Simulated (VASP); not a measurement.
All values below come from PBEsol GGA, VASP's PBE PAW potentials (set 64) (plane waves; VASP).

A VASP calculation is set up with these files.

INCAR:
```
SYSTEM = Sr
PREC = Accurate
ENCUT = 480
EDIFF = 1E-6
NELM = 100
ALGO = Normal
LREAL = .FALSE.
LASPH = .TRUE.
ISMEAR = 0
SIGMA = 0.05
GGA = PS
LMAXMIX = 4
LWAVE = .FALSE.
LCHARG = .FALSE.
IBRION = 2
ISIF = 3
NSW = 60
EDIFFG = -0.01
```

### KPOINTS
```
kpoints
0
G
  7 7 7
```

### POSCAR
```
Sr
1.0
  0.0000000000   2.9585650749   2.9585650749
  2.9585650749   0.0000000000   2.9585650749
  2.9585650749   2.9585650749   0.0000000000
Sr
1
Cartesian
  0.0000000000   0.0000000000   0.0000000000
```

POTCAR, in this order: Sr_sv (PBE.64 set). Program: vasp_std.

Task: What does the run give for the energy per atom (σ→0), volume per atom?

Result: 
| Property | Result |
|---|---|
| energy per atom (σ→0) | -1.841 eV/atom |
| volume per atom | 51.65 Å³/atom |

### OSZICAR
```
...
       N       E                     dE             d eps       ncg     rms          rms(c)
DAV:   1    -0.184238410940E+01   -0.59072E-03   -0.13669E-02   458   0.960E-01    0.202E-01
DAV:   2    -0.184192572791E+01    0.45838E-03   -0.10172E-03   393   0.307E-01    0.683E-02
DAV:   3    -0.184179315861E+01    0.13257E-03   -0.73277E-04   536   0.169E-01    0.696E-02
DAV:   4    -0.184181720310E+01   -0.24044E-04   -0.12127E-05   436   0.330E-02    0.329E-02
DAV:   5    -0.184183135117E+01   -0.14148E-04   -0.64294E-05   498   0.480E-02    0.808E-03
DAV:   6    -0.184183108936E+01    0.26181E-06   -0.41443E-07   230   0.473E-03
   2 F= -.18418311E+01 E0= -.18406345E+01  d E =-.380407E-04
```

The compound is Sr in the fcc structure. This run relaxes it. Symmetry was kept, so distortions that lower it aren't found. The start is the result of an earlier pass.
